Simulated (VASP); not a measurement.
An input for Ansatz (written as the equivalent of a VASP run, and not itself run):

Ansatz 0.2 input:
```yaml
crystal:
  lattice:
    - [0.0000000, 3.3377422, 3.3377422]
    - [3.3377422, 0.0000000, 3.3377422]
    - [3.3377422, 3.3377422, 0.0000000]
  atoms:
    - { symbol: Pb, position: [0.0000000, 0.0000000, 1.0000000] }
    - { symbol: Te, position: [0.2500000, 0.2500000, 0.2500000] }
kpoints:
  mp_grid: { grid: [7, 7, 7] }
hamiltonian:
  xc: pbesol
  pseudopotentials: { kind: paw }
scf:
  occupations: { method: gaussian, width: 0.05 }
  max_iter: 100
relax:
  max_steps: 40
  f_tol: 0.02
  cell: { p_target: 10 }
output: { forces: true, stress: true, eigenvalues: true }
```

**Question.** Translate this input to VASP (INCAR, KPOINTS, POSCAR, choice of POTCAR).

**Answer.** One answer among several that fit: 
### KPOINTS
```
Automatic
0
G
 7 7 7
0 0 0
```

INCAR:
```
ALGO=Normal
EDIFF=1E-6
EDIFFG=-0.02
ENCUT=500
GGA=PS
IBRION=2
ISIF=3
ISMEAR=0
LASPH=.TRUE.
LCHARG=.FALSE.
LMAXMIX=4
LREAL=.FALSE.
LWAVE=.FALSE.
NELM=100
NSW=40
PREC=Accurate
PSTRESS=100
SIGMA=0.05
SYSTEM=PbTe
```

POSCAR:
```
PbTe
1.0
  0.0000000000   3.3377422420   3.3377422420
  3.3377422420   0.0000000000   3.3377422420
  3.3377422420   3.3377422420   0.0000000000
Pb Te
1 1
Cart
  3.3377422420   3.3377422420   0.0000000000
  1.6688711210   1.6688711210   1.6688711210
```

POTCAR, in this order: Pb_d Te (PBE.64 set). Program: vasp_std.

What does not carry over: each code has its own PAW files, so the cut-off isn't converted (ENCUT is set for VASP's; basis.ecutwfc is left out, and Ansatz then takes the one that its files recommend); Ansatz stops its SCF on the density residual and VASP on the energy change (EDIFF).

The structure was generated: PbTe was put into the zinc blende type (F-43m), which need not be its known phase. It was relaxed first under an external pressure of 10 GPa.
